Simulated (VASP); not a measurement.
A cell of Dy (hcp) near equilibrium:

```
Dy
1.0
    1.81989    -3.15213     0.00000
    1.81989     3.15213     0.00000
    0.00000     0.00000     5.57130
Dy
2
Cartesian
  1.81989   1.05071   1.39282
  1.81989  -1.05071   4.17847
```

Method: r2SCAN meta-GGA, VASP's PBE PAW potentials (set 64) (plane waves; VASP).

The 4f electrons are frozen in the core of the lanthanide potential, so 4f levels, which can set the real gap, and their magnetism are missing.

```csv
run,ΔE (meV/atom),σxx,σyy,σzz,"largest shear component, with its sign (GPa)",largest force (eV/Å)
as it is,0.0,0.07,0.07,0.05,0.00,0.000
after one change,0.7,0.07,0.07,0.07,0.00,0.117
```
Stress is in GPa, positive when the cell is compressed.

**Question.** Which change was made?
(A) atom 2 (Dy) moved by 0.150 Å along y
(B) atom 2 (Dy) moved by -0.025 Å along z
(C) isotropic strain of -4.0 %
(D) biaxial strain of +2.0 % in the xz plane

**Answer.** B, atom 2 (Dy) moved by -0.025 Å along z

The compound is Dy in the hcp structure.
